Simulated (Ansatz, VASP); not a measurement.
# SiHCF (H-SiC-F chair monolayer) in two plane-wave programs

One calculation is typed for both programs; each brings its own data sets. How far apart do they land? Of the first pair: The structure shown is the start of the Ansatz relaxation below; VASP solves that cell, so the two are compared at the walk's first step.

Program: Ansatz 0.2.0. Level of theory: plane waves, with VASP 6.6.1 beside it; single point at PBE with D3(BJ). Results are calculated unless marked as measured.

## (1) Starting point

The cell holds 4 atoms: 1 F, 1 C, 1 Si and 1 H. Its edges and angles: a = 3.086 Å, b = 3.085 Å, c = 37.773 Å, α = 90.0°, β = 90.0°, γ = 120.0°. Vacuum lies along c.

## (2) Ansatz: relaxation, PBE with D3(BJ)

Ansatz runs on its default PAW (the set named soft_2) files.

The two programs are compared at the cell with which this relaxation starts, whose forces are those of its first step.

Contents of input.yaml:

```yaml
crystal:
  lattice:
    - [3.0855, 0.0, 0.0]
    - [-1.54275, 2.6721213834, 0.0]
    - [0.0, 0.0, 37.7733333313]
  atoms:
    - { symbol: F, position: [0.6666666667, 0.3333333333, 0.455347688] }
    - { symbol: C, position: [0.6666666667, 0.3333333333, 0.4905577127] }
    - { symbol: Si, position: [0.3333333333, 0.6666666667, 0.5070596541] }
    - { symbol: H, position: [0.3333333333, 0.6666666667, 0.544652312] }
  periodic: [true, true, false]
kpoints:
  mp_grid: { grid: [12, 12, 1] }
hamiltonian:
  xc: pbe
  dispersion: d3bj
scf:
  occupations: { method: fermi_dirac, width: 0.05 }
  convergence: { dr2_threshold: 1.0e-09 }
relax:
  f_tol: 0.004
  max_steps: 90
  cell: {}
output:
  write_potential: true
  write_density: true
  volumetric_format: npy
```

Command:

```sh
> ansatz run input.yaml --threads 2 --pin off --max-ram 3072MiB --backend cpu --events-out ev --progress --plain --runs-dir out
```

Numbers of over 12 decimals in the logs are rounded to 6 here.

Log:

```text
Warning: relax.cell: scf.convergence.dr2_threshold = 1e-9 eV is looser than the 2.23656050889e-10 eV advised for a relaxation that steers and ends on the stress (1e-10 eV for each atom of the cell: 4, times the square of relax.cell.stress_2d_tol = 0.05 N/m over 13.4 Å (the atoms' height at the walk's start and 5 Å past either face), 3.739e-2 GPa, over a crystal's default 0.05). What an SCF threshold leaves in a stress goes as its square root, and in the free energy as the threshold itself, and one threshold admits the most on a small cell: [figures from the program's tests cut] Set scf.convergence.dr2_threshold to 2.23656050889e-10 eV or tighter. [rest of the remark cut]
Engine: ansatz 0.2.0, x86_64-unknown-linux-gnu
Pseudopotentials: kind: paw
Pseudopotential: F, paw, valence charge 7, recommended cutoff 420 eV (normal), F.paw.azcp
Pseudopotential: C, paw, valence charge 4, recommended cutoff 420 eV (normal), C.paw.azcp
Pseudopotential: Si, paw, valence charge 4, recommended cutoff 420 eV (normal), Si.paw.azcp
Pseudopotential: H, paw, valence charge 1, recommended cutoff 420 eV (normal), H.paw.azcp
Functional definition: PBE
  parameter kappa = 0.804
  parameter beta = 0.066725
  exchange = pbe_x(kappa = kappa, mu = beta*pi^2/3)
  correlation = pbe_c(beta = beta)
Crystal: 4 atoms, lattice volume = 311.435 Å³
Basis set: ecut = 420 eV, 6055 PW (Γ), exchange–correlation on 48×48×512 points (8 copies of the dense FFT grid, shifted against one another)
Bands: 12, of which v1, the nominal top of the filled ones, is band 8 counted from 1 (7 counted from 0)
Symmetry: 6 space group operations
Space group: P3m1 (ITA 156), of the structure as read, at distance tolerance 6.8e-5 Å
k-points: 19 of 144 (time reversal used)
Non-local potential: F, projectors of the file, l = 0: 2, l = 1: 2, l = 2: 1
Non-local potential: C, projectors of the file, l = 0: 2, l = 1: 2, l = 2: 1
Non-local potential: Si, projectors of the file, l = 0: 2, l = 1: 2, l = 2: 2
Non-local potential: H, projectors of the file, l = 0: 2, l = 1: 1
PAW form: soft (Blöchl's): semilocal exchange-correlation on the pseudo side does not see the compensation charge
PAW one-centre angular grid: F, 110 points (default); XC on 64 Gauss nodes
PAW one-centre angular grid: C, 110 points (default); XC on 64 Gauss nodes
PAW one-centre angular grid: Si, 110 points (default); XC on 64 Gauss nodes
PAW one-centre angular grid: H, 110 points (default); XC on 64 Gauss nodes
Initial density: superposition of atomic densities (neutral atoms: chi_scale 0, normalization atom), corrected by the library's trained network
Initial wavefunctions: pseudopotential atomic-orbital guess
Functional: x = pbe(κ = 0.804, μ = 0.219515), c = pbe(β = 0.066725)
SCF iter   1: F=—  HF=-1709.878886 eV  |F-HF|=—  |Δ(HF+E_count)|=         —  Δρ=4.09e-3  dr2=1.15e-1  ethr=1.77e-3  ⟨swp⟩=11.9  Hψ=2461  notcnv=0
preconditioner: auto → Resta (q_TF=auto, 1.663 Å⁻¹)  ε∞=1.4  [insulator: Δε(μ)=2.570 eV  Ē_g=11.997 eV  σ=0.050 eV  W_gap=1.00  n_scr=20 (ndim 8)  ℏωp=7.9 eV  f_vac=0.830  D(μ)=0.00/eV (n_scr^D=0)  ε∞_Penn≈1.4  vacuum switching on, ρ_ref=1.0e-2 e/Å³]
SCF iter   2: F=—  HF=-1709.864894 eV  |F-HF|=—  |Δ(HF+E_count)|=   1.40e-2  Δρ=4.35e-3  dr2=6.70e-2  ethr=7.16e-4  ⟨swp⟩=4.6  Hψ=759  notcnv=0
SCF iter   3: F=—  HF=-1709.852330 eV  |F-HF|=—  |Δ(HF+E_count)|=   1.26e-2  Δρ=1.01e-3  dr2=2.43e-3  ethr=4.19e-4  ⟨swp⟩=3.4  Hψ=508  notcnv=0
SCF iter   4: F=—  HF=-1709.852458 eV  |F-HF|=—  |Δ(HF+E_count)|=   1.28e-4  Δρ=2.99e-4  dr2=2.97e-4  ethr=1.52e-5  ⟨swp⟩=3.4  Hψ=632  notcnv=0
SCF iter   5: F=—  HF=-1709.852519 eV  |F-HF|=—  |Δ(HF+E_count)|=   6.02e-5  Δρ=6.71e-5  dr2=1.06e-5  ethr=1.86e-6  ⟨swp⟩=3.1  Hψ=486  notcnv=0
SCF iter   6: F=—  HF=-1709.852464 eV  |F-HF|=—  |Δ(HF+E_count)|=   5.44e-5  Δρ=2.35e-5  dr2=1.05e-6  ethr=6.62e-8  ⟨swp⟩=2.9  Hψ=496  notcnv=0
SCF iter   7: F=—  HF=-1709.852519 eV  |F-HF|=—  |Δ(HF+E_count)|=   5.50e-5  Δρ=3.61e-6  dr2=3.73e-8  ethr=6.55e-9  ⟨swp⟩=2.8  Hψ=476  notcnv=0
SCF iter   8: F=—  HF=-1709.852519 eV  |F-HF|=—  |Δ(HF+E_count)|=   7.56e-8  Δρ=1.09e-6  dr2=2.02e-9  ethr=2.33e-10  ⟨swp⟩=3.2  Hψ=472  notcnv=0
SCF iter   9: F=-1709.852519 eV  HF=-1709.852519 eV  |F-HF|=2.12e-10  |Δ(HF+E_count)|=   1.70e-8  Δρ=1.94e-7  dr2=8.20e-11  ethr=6.25e-12  ⟨swp⟩=11.3  Hψ=1653  notcnv=0
SCF 1 converged in 9 iterations: F = -1709.852519 eV  dr2 = 8.20e-11
[...]
SCF iter   2: F=—  HF=-1710.087779 eV  |F-HF|=—  |Δ(HF+E_count)|=   2.04e-5  Δρ=5.75e-5  dr2=7.97e-6  ethr=4.53e-7  ⟨swp⟩=2.1  Hψ=366  notcnv=0
[...]
SCF 8 converged in 7 iterations: F = -1710.087790 eV  dr2 = 5.52e-11
relax step   8: F+E_penalty+E_count = -1710.08779022 eV  Δ(F+E_penalty+E_count) = +2.011e-4 eV  max|allowed force component| = 3.350e-3 eV/Å  Δτ_max = 0.0003 Å  P = +0.020 N/m  Ω = 323.264 Å³  energy of the carried Pulay correction = -3.028e-4 eV  fix = [c, alpha, beta]  reactions: c +0.000 N/m  (7 SCF iters, accepted)
iter 1 solved again at ethr=4.20e-7 eV; its pass at ethr=3.10e-3 eV (dr2=6.72e-5 eV) is discarded
SCF iter   1: F=—  HF=-1710.087940 eV  |F-HF|=—  |Δ(HF+E_count)|=         —  Δρ=1.29e-5  dr2=3.88e-8  ethr=4.20e-7  ⟨swp⟩=5.1  Hψ=3437  notcnv=0
eigensolver tolerance schedule: the retry pair's looser diagonalisation over-reported the residual by 1731.58 of it (diagonalisation noise at 0.31 of the residual, at the tolerance the schedule requests for it); recorded, not acted on — ethr = c·dr2/N_el stays at c = 1.0e-1
preconditioner: auto → Resta (q_TF=auto, 1.653 Å⁻¹)  ε∞=1.5  [insulator: Δε(μ)=2.689 eV  Ē_g=11.195 eV  σ=0.050 eV  W_gap=1.00  n_scr=18 (ndim 8)  ℏωp=7.7 eV  f_vac=0.832  D(μ)=0.00/eV (n_scr^D=0)  ε∞_Penn≈1.5  vacuum switching on, ρ_ref=9.1e-3 e/Å³]
SCF iter   2: F=—  HF=-1710.088078 eV  |F-HF|=—  |Δ(HF+E_count)|=   1.38e-4  Δρ=6.24e-6  dr2=1.99e-8  ethr=2.42e-10  ⟨swp⟩=4.3  Hψ=607  notcnv=0
SCF iter   3: F=—  HF=-1710.088116 eV  |F-HF|=—  |Δ(HF+E_count)|=   3.85e-5  Δρ=3.23e-6  dr2=1.04e-8  ethr=1.25e-10  ⟨swp⟩=2.6  Hψ=410  notcnv=0
iter 4 met the thresholds in force, and the SCF goes on: an eigenvalue changes by 30.23 meV, over its tolerance of 1.08 meV (output.eigenvalues, Limitations)
SCF iter   4: F=-1710.088137 eV  HF=-1710.088135 eV  |F-HF|=1.94e-6  |Δ(HF+E_count)|=   1.87e-5  Δρ=5.83e-7  dr2=3.55e-10  ethr=6.25e-12  ⟨swp⟩=16.5  Hψ=2408  notcnv=0
iter 5 met the thresholds in force, and the SCF goes on: an eigenvalue changes by 8.30 meV, over its tolerance of 1.01 meV (output.eigenvalues, Limitations)
SCF iter   5: F=-1710.088137 eV  HF=-1710.088137 eV  |F-HF|=4.12e-7  |Δ(HF+E_count)|=   1.53e-6  Δρ=1.70e-7  dr2=2.12e-11  ethr=2.22e-12  ⟨swp⟩=10.6  Hψ=1748  notcnv=0
Mixer restart at iter 5: flushing history
SCF iter   6: F=-1710.088137 eV  HF=-1710.088137 eV  |F-HF|=1.78e-10  |Δ(HF+E_count)|=   4.12e-7  Δρ=9.39e-8  dr2=1.33e-10  ethr=1.00e-12  ⟨swp⟩=9.9  Hψ=1680  notcnv=0
SCF 9 converged in 6 iterations: F = -1710.088137 eV  dr2 = 1.33e-10
relax step   9: F+E_penalty+E_count = -1710.08813693 eV  Δ(F+E_penalty+E_count) = -3.467e-4 eV  max|allowed force component| = 3.336e-3 eV/Å  Δτ_max = 0.0000 Å  P = +0.023 N/m  Ω = 323.264 Å³  fix = [c, alpha, beta]  reactions: c +0.000 N/m  stress off target by 2.33e-2 N/m on what of the cell is left free  SCF on the basis re-selected at this cell (its energy is not comparable with the rows above)  (6 SCF iters)
basis re-selected at this cell: Δ(F+E_penalty+E_count) = -3.467e-4 eV, ΔP = +0.003 N/m vs the last step (what re-selecting the basis moved, of the pressure what is left beyond the Pulay correction that the steps carried, after the strain that the cell walked since its last selection, with what the two solves' SCF thresholds leave and, on support functions, any second-order correction that the steps lacked; it is no m [...]
WARN: The output density's exchange-correlation potential varies sharply where the density is thin. Do not read a vacuum level from v_tot or v_xc, or from such a field of the output density. On a cell that repeats whose density bears no net charge and no dipole along the vacuum's axis use v_es (v_loc + v_h of the components); under efield.dipole_correction with no amplitude use v_es + v_field, which holds any externa [...]
SCF converged after 6 iterations
an eigenvalue changed by more than its tolerance at an iteration that met the thresholds in force, so the SCF went on 2 times, its first undamped step at iteration 5: the last check found none over its tolerance
Free energy (F): -1710.088137 eV
Harris-Foulkes:  -1710.088137 eV  (|F-HF|=1.78e-10)
Internal energy: -1710.088137 eV  (E = F + TS)
E sigma→0 (E₀):  -1710.088137 eV
Fermi energy:    -5.004276 eV
--- Per-component energies (eV) ---
  E_band       = -225.997779
  E_kinetic    = 350.213912
  E_local      = -22848.709419  (includes V_loc(G=0)·N_el)
  E_nonlocal   = 127.263659
  E_hartree    = 11220.003433
  E_xc         = -191.624770
  E_vxc        = -219.606726  (∫ρ·V_xc dr)
  E_paw        = -812.553898  (= ΣΔE_a)
  E_vpaw       = -75.167380  (= ΣTr[D̂ρ^β])
  E_aug_tail   = 0.000800  (compensation charges beyond the density's cutoff)
  E_ewald      = 10445.668461
  E_disp       = -0.350315  (pairwise vdW)
  E_smearing   = -0.000000  (= −TS)
  E_closure    = 0.000000  (closes the sum)
  Σ components = -1710.088137   (vs F -1710.088137, Δ=0.00e0)
--- Forces (eV/Å), atoms counted from 1 ---
  atom   1  F      0.00000000    -0.00000000    -0.00202232
  atom   2  C      0.00000000     0.00000000     0.00333794
  atom   3  Si     0.00000000    -0.00000000     0.00118052
  atom   4  H     -0.00000000    -0.00000000    -0.00248920
  max |Σ_I F_I| component: 6.94e-6 eV/Å
--- 2D stress c σ (N/m, compression-positive) ---
        0.023313      -0.000000      -0.000000
       -0.000000       0.023313       0.000000
       -0.000000       0.000000       0.000000
  P = ½ c Tr σ = 0.0233 N/m
--- Band table (eV; the first three rows and the last of 19) ---
  k-point 0: bands = [... 4 lower, -10.6573, -10.5796, -6.3720, -6.3720, -3.6830, -1.8147 (-1.8147°), -1.0080, -0.4208]
  k-point 1: bands = [... 4 lower, -10.6950, -10.4880, -6.7973, -6.4857, -3.4287, -1.6567 (-1.6568°), -0.8660, -0.2774]
  k-point 2: bands = [... 4 lower, -10.7978, -10.4237, -7.6453, -6.7587, -2.9714, -1.3803 (-1.3803°), -0.4802, -0.1840]
  k-point 18: bands = [... 4 lower, -12.3017, -10.9027, -9.2451, -8.2745, -1.3989, -1.3890, 1.4516, 2.5742]
  ° read free of the cell's end (the report's vacuum.weakly_bound_levels)
--- Relaxed structure (7 steps of the walk, 7 accepted, 2 SCFs on fresh bases) ---
  F+E_penalty+E_count = -1710.08813693 eV   max|allowed force component| = 3.336e-3 eV/Å   (the final SCF, on the basis selected at the relaxed cell)
  cell:  # Å, volume = 323.2643 Å³
    - [3.143554, 0, 0]
    - [-1.571777, 2.722397, 0]
    - [0, 0, 37.7733333313]
  atoms:
    - { symbol: F, position: [0.666667, 0.333333, 0.453354] }
    - { symbol: C, position: [0.666667, 0.333333, 0.491132] }
    - { symbol: Si, position: [0.333333, 0.666667, 0.506734] }
    - { symbol: H, position: [0.333333, 0.666667, 0.546397] }
```

## (3) VASP: single point, PBE with D3(BJ), start cell, pair 1

The same cell, functional, mesh and smearing now go to VASP, with its own data sets.

Lines of VASP's logs that name or quote its potential files are left out, and so is its time.

Contents of INCAR:

```
SYSTEM = SiHCF
PREC = Accurate
ENCUT = 520
EDIFF = 1E-06
NELM = 120
ISMEAR = -1
SIGMA = 0.05
LREAL = .FALSE.
ALGO = Normal
GGA = PE
IVDW = 12
NBANDS = 14
LORBIT = 11
LWAVE = .FALSE.
LCHARG = .FALSE.
ISIF = 2
LDIPOL = .TRUE.
IDIPOL = 3
DIPOL = 0.5 0.5 0.499
LVHAR = .TRUE.
LASPH = .TRUE.
GGA_COMPAT = .FALSE.
EFERMI = MIDGAP
NELMDL = -8
```

Contents of POSCAR:

```
SiHCF
1.0
    3.0855000000      0.0000000000      0.0000000000
   -1.5427500000      2.6721210000      0.0000000000
    0.0000000000      0.0000000000     37.7733330000
F C Si H
1 1 1 1
Direct
    0.6666666667      0.3333333333      0.4553476920
    0.6666666667      0.3333333333      0.4905577170
    0.3333333334      0.6666666666      0.5070596497
    0.3333333334      0.6666666666      0.5446523080
```

Contents of KPOINTS:

```
Automatic mesh
0
Gamma
12 12 1
0 0 0
```

Potentials, in the order of the species: F, C, Si and H (PBE family, release 64).

Command:

```sh
> mpirun -np 1 vasp_std
```

Log:

```text
[banner, memory and clock lines left out]
running    1 mpi-ranks, on    1 nodes
 distrk:  each k-point on    1 cores,    1 groups
 distr:  one band on    1 cores,    1 groups

 POSCAR found type information on POSCAR F C SiH
 POSCAR found :  4 types and       4 ions
 LDA part: xc-table for (Slater+PW92), standard interpolation
 POSCAR, INCAR and KPOINTS ok, starting setup
 FFT: planning ... GRIDC
 FFT: planning ... GRID_SOFT
 FFT: planning ... GRID
 WAVECAR not read
 entering main loop
       N       E                     dE             d eps       ncg     rms          rms(c)
DAV:   1     0.115571017864E+03    0.11557E+03   -0.56434E+03   628   0.773E+02
DAV:   2    -0.755884227321E+01   -0.12313E+03   -0.11074E+03   934   0.163E+02
DAV:   3    -0.223035716455E+02   -0.14745E+02   -0.14542E+02   742   0.722E+01
DAV:   4    -0.226815415540E+02   -0.37797E+00   -0.37634E+00   724   0.122E+01
DAV:   5    -0.226881400183E+02   -0.65985E-02   -0.65819E-02   742   0.144E+00
DAV:   6    -0.226883564103E+02   -0.21639E-03   -0.21630E-03   736   0.231E-01
DAV:   7    -0.226883606817E+02   -0.42714E-05   -0.42709E-05   722   0.359E-02
DAV:   8    -0.226883608380E+02   -0.15628E-06   -0.15605E-06   628   0.663E-03    0.945E+00
DAV:   9    -0.213051011787E+02    0.13833E+01   -0.19101E+00   706   0.110E+01    0.498E+00
DAV:  10    -0.210857634427E+02    0.21934E+00   -0.63709E-01   768   0.556E+00    0.146E+00
DAV:  11    -0.210643768151E+02    0.21387E-01   -0.65829E-02   730   0.189E+00    0.542E-01
DAV:  12    -0.210605206320E+02    0.38562E-02   -0.91925E-03   736   0.690E-01    0.159E-01
DAV:  13    -0.210595987224E+02    0.92191E-03   -0.11467E-03   760   0.330E-01    0.919E-02
DAV:  14    -0.210589318520E+02    0.66687E-03   -0.42862E-04   724   0.173E-01    0.343E-02
[...]
DAV:  20    -0.210596374213E+02   -0.56854E-04   -0.15688E-06   602   0.751E-03    0.177E-03
DAV:  21    -0.210597042255E+02   -0.66804E-04   -0.35514E-06   574   0.731E-03    0.129E-03
DAV:  22    -0.210597254274E+02   -0.21202E-04   -0.61984E-07   524   0.477E-03    0.806E-04
DAV:  23    -0.210597402902E+02   -0.14863E-04   -0.41637E-07   520   0.320E-03    0.609E-04
DAV:  24    -0.210597453096E+02   -0.50194E-05   -0.15040E-07   500   0.223E-03    0.322E-04
DAV:  25    -0.210597479592E+02   -0.26496E-05   -0.31974E-08   524   0.954E-04    0.220E-04
DAV:  26    -0.210597491834E+02   -0.12241E-05   -0.19183E-08   458   0.605E-04    0.102E-04
DAV:  27    -0.210597498147E+02   -0.63138E-06   -0.39056E-09   476   0.448E-04
   1 F= -.21426950E+02 E0= -.21426950E+02  d E =-.435600E-12
```

From OUTCAR (step 3):

```text
ion  position               nearest neighbor table
   1  0.667  0.333  0.455-   2 1.33
   2  0.667  0.333  0.491-   1 1.33   3 1.89   3 1.89   3 1.89
   3  0.333  0.667  0.507-   4 1.42   2 1.89   2 1.89   2 1.89
   4  0.333  0.667  0.545-   3 1.42

  LATTYP: Found a hexagonal cell.
 ALAT       =     3.0855000000
 C/A-ratio  =    12.2422080700

 Subroutine GETGRP returns: Found  6 space group operations
 (whereof  6 operations were pure point group operations)

The static configuration has the point symmetry C_3v.

 Found     19 irreducible k-points:

   k-points           NKPTS =     19   k-points in BZ     NKDIM =     19   number of bands    NBANDS=     14

   dimension x,y,z NGX =    24 NGY =   24 NGZ =  288
   dimension x,y,z NGXF=    48 NGYF=   48 NGZF=  576

   ENCUT  =  520.0 eV  38.22 Ry    6.18 a.u.   5.74  5.74 70.23*2*pi/ulx,y,z

   NELECT =      16.0000    total number of electrons

 k-points in reciprocal lattice and weights: Automatic mesh
   0.00000000  0.00000000  0.00000000       0.007
   0.08333333 -0.00000000  0.00000000       0.042
   0.16666667  0.00000000  0.00000000       0.042
   0.25000000 -0.00000000  0.00000000       0.042
   0.33333333  0.00000000  0.00000000       0.042
   0.41666667  0.00000000  0.00000000       0.042
   0.50000000 -0.00000000  0.00000000       0.021
   0.08333333  0.08333333  0.00000000       0.042
   0.16666667  0.08333333  0.00000000       0.083
[...]
0.33333333  0.25000000  0.00000000       0.083
   0.33333333  0.33333333  0.00000000       0.014

 dipolmoment           0.000000      0.000000     -0.092243 electrons x Angstroem

 average (electrostatic) potential at core
       1 -85.0986       2 -59.4915       3 -93.0749       4 -41.2224

 E-fermi :  -3.2002

 k-point     1 :       0.0000    0.0000    0.0000
  band No.  band energies     occupation
    ...
      4      -9.9842      2.00000
      5      -9.9842      2.00000
      6      -9.4901      2.00000
      7      -4.4878      2.00000
      8      -4.4878      2.00000
      9      -1.9125      0.00000
     10      -0.2507      0.00000
     11       0.3338      0.00000
     12       0.8017      0.00000
     13       1.4115      0.00000
    ...

 k-point     2 :       0.0833   -0.0000    0.0000
  band No.  band energies     occupation
    ...
      4     -10.1757      2.00000
      5     -10.0202      2.00000
      6      -9.4013      2.00000
      7      -4.9484      2.00000
      8      -4.6118      2.00000
      9      -1.6402      0.00000
     10      -0.0962      0.00000
     11       0.4800      0.00000
     12       0.9471      0.00000
     13       1.5557      0.00000
    ...

 k-point     3 :       0.1667    0.0000    0.0000
  band No.  band energies     occupation
    ...
      4     -10.5957      2.00000
      5     -10.1182      2.00000
      6      -9.2795      2.00000
      7      -5.8962      2.00000
      8      -4.9095      2.00000
      9      -1.1451      0.00000
     10       0.2065      0.00000
     11       0.9060      0.00000
     12       1.3322      0.00000
     13       1.6343      0.00000
    ...

 Edisp (eV)   -0.36720

  Total       1.47619     1.47619     7.95290    -0.00000     0.00000     0.00000
  in kB       7.59428     7.59428    40.91374    -0.00000     0.00000     0.00000
  external pressure =       18.70 kB  Pullay stress =        0.00 kB

  energy-cutoff  :      520.00
  volume of cell :      311.43
      direct lattice vectors                 reciprocal lattice vectors
     3.085500000  0.000000000  0.000000000     0.324096581  0.187117275  0.000000000
    -1.542750000  2.672121000  0.000000000     0.000000000  0.374234550  0.000000000
     0.000000000  0.000000000 37.773333000     0.000000000  0.000000000  0.026473703

 POSITION                                       TOTAL-FORCE (eV/Angst)
 -----------------------------------------------------------------------------------
      1.54275      0.89071     17.20000         0.000000     -0.000000     -4.103749
      1.54275      0.89071     18.53000        -0.000000      0.000000      3.449688
      0.00000      1.78141     19.15333         0.000000      0.000000     -0.861344
      0.00000      1.78141     20.57333         0.000000      0.000000      1.515405
 -----------------------------------------------------------------------------------
    total drift:                               -0.000000      0.000008      0.001494

  FREE ENERGIE OF THE ION-ELECTRON SYSTEM (eV)
  ---------------------------------------------------
  free  energy   TOTEN  =       -21.4269501486 eV

  energy  without entropy=      -21.4269501486  energy(sigma->0) =      -21.42695015

 vacuum level on the upper side and lower side of the slab         0.227         2.252

 total charge
# of ion       s       p       d       tot
------------------------------------------
    1        1.750   4.395   0.000   6.145
    2        0.833   1.685   0.000   2.519
    3        0.743   1.052   0.000   1.795
    4        0.610   0.017   0.000   0.626
--------------------------------------------------
tot          3.935   7.149   0.000  11.084

[... 3 further parts left out ...]
```

(Part 1 of 2 ends here.)

[Lines on the potential files, build, host, timing and source positions are cut from VASP's logs without a mark.]

[Logs are printed without paths, hosts, clocks, repeated set-up lines and the standing remarks that a program may print on its own settings, such as how far it seeks lower states.]

[Hosts, paths, dates, database ids (printed as entryN), source tags and the programs' standing remarks are cut or masked in the printed files.]
